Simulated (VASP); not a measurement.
Data:

```yaml
crystal:
  lattice:
    - [0.00000, 2.25630, 2.25630]
    - [2.25630, 0.00000, 2.25630]
    - [2.25630, 2.25630, 0.00000]
  atoms:
    - { symbol: Zr, position: [0.00000, 0.00000, 0.00000] }
    - { symbol: C, position: [0.50000, 0.50000, 0.50000] }
```

Method: PBEsol GGA, VASP's PBE PAW potentials (set 64) (plane waves; VASP). Numerical set-up: 600 eV cut-off, 12×12×12 Γ-centred mesh, first-order Methfessel-Paxton smearing of 0.10 eV, potentials Zr_sv C.

Task: What does the run give for the energy per atom (σ→0), pressure, band gap (on the k-mesh) with the smallest direct gap where there is one?

Result: 
```yaml
band gap (on the k-mesh): none (metal, semimetal or under 0.01 eV)
energy per atom (σ→0): -10.177 eV/atom
pressure: 30.01 GPa
```

Total energies compare only between runs with the same potentials, cut-off and functional.

The compound is ZrC in the rock salt structure. It was relaxed first under an external pressure of 30 GPa.
